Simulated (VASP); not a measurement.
Energy against volume of MoSi2 (MoSi2 type). The numbers are results of LDA (Ceperley-Alder, Perdew-Zunger), VASP's LDA PAW potentials (set 64) (plane waves; VASP 6.6.1), not measurements. Settings: 520 eV cut-off, 13×13×13 Γ-centred mesh, first-order Methfessel-Paxton smearing of 0.10 eV, potentials Si Mo_sv.

Shape and ions are relaxed at each volume.

```json
[
 {"V (Å³/atom)": "12.706", "E (eV/atom)": "-8.59748"},
 {"V (Å³/atom)": "13.099", "E (eV/atom)": "-8.60628"},
 {"V (Å³/atom)": "13.492", "E (eV/atom)": "-8.59851"},
 {"V (Å³/atom)": "13.885", "E (eV/atom)": "-8.57667"}
]
```

Question: Fit these four points and predict the energy of the run at 12.313 Å³/atom.

Answer: A cubic in V^(−2/3), the third-order Birch-Murnaghan form, passes through the four points with V0 = 13.10 Å³/atom and B0 = 225 GPa, and gives -8.5691 eV/atom there. The run gave -8.5692 eV/atom, -0.1 meV/atom from the fit; all five points give B0 = 224 GPa.

The compound is MoSi2 in the MoSi2 type structure. It was relaxed first.
